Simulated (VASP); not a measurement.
OSZICAR of a VASP run on ZnInGaO4 (space group R3m):

OSZICAR:
```
       N       E                     dE             d eps       ncg     rms          rms(c)
DAV:   1     0.682244105464E+03    0.68224E+03   -0.25644E+04  2444   0.229E+03
DAV:   2     0.639147947753E+02   -0.61833E+03   -0.59298E+03  2604   0.572E+02
DAV:   3    -0.367617768578E+02   -0.10068E+03   -0.98448E+02  2561   0.215E+02
DAV:   4    -0.431536198987E+02   -0.63918E+01   -0.63328E+01  3169   0.566E+01
DAV:   5    -0.433316943784E+02   -0.17807E+00   -0.17776E+00  2952   0.912E+00    0.201E+01
DAV:   6    -0.365997334492E+02    0.67320E+01   -0.23984E+01  4185   0.740E+01    0.123E+01
DAV:   7    -0.368311953053E+02   -0.23146E+00   -0.36600E+00  2593   0.146E+01    0.601E+00
DAV:   8    -0.367822463811E+02    0.48949E-01   -0.41744E-01  3662   0.578E+00    0.267E+00
DAV:   9    -0.367673081674E+02    0.14938E-01   -0.12333E-01  4064   0.433E+00    0.402E-01
DAV:  10    -0.367669627548E+02    0.34541E-03   -0.17783E-02  3077   0.111E+00    0.171E-01
DAV:  11    -0.367671443533E+02   -0.18160E-03   -0.41604E-03  3240   0.448E-01    0.838E-02
DAV:  12    -0.367673169606E+02   -0.17261E-03   -0.55034E-04  2991   0.212E-01    0.365E-02
DAV:  13    -0.367673937093E+02   -0.76749E-04   -0.14027E-04  2676   0.912E-02    0.190E-02
DAV:  14    -0.367673914590E+02    0.22503E-05   -0.29531E-05  3899   0.684E-02    0.868E-03
DAV:  15    -0.367673940176E+02   -0.25586E-05   -0.51372E-06  2622   0.431E-02    0.378E-03
DAV:  16    -0.367673941839E+02   -0.16626E-06   -0.13548E-06  2040   0.960E-03
   1 F= -.36767394E+02 E0= -.36764014E+02  d E =-.675981E-02
```

**Question.** Which electronic solver shows in the log?

**Answer.** It is blocked Davidson (ALGO = Normal, or the opening steps of other solvers). The INCAR had ALGO = Normal.

**Question.** Can the final energy be trusted as converged?

**Answer.** The run converged. It stopped with EDIFF = 1E-6, NELM = 100 (PBE GGA, plane waves, VASP's PBE PAW potentials (set 64)).

The structure was generated: ZnInGaO4 was put into an ordered model structure, which need not be its known phase. The cell was not relaxed at this level. The k-mesh is coarse (spacing up to 0.38 per Å, 2π included), so the numbers may not be converged in it.
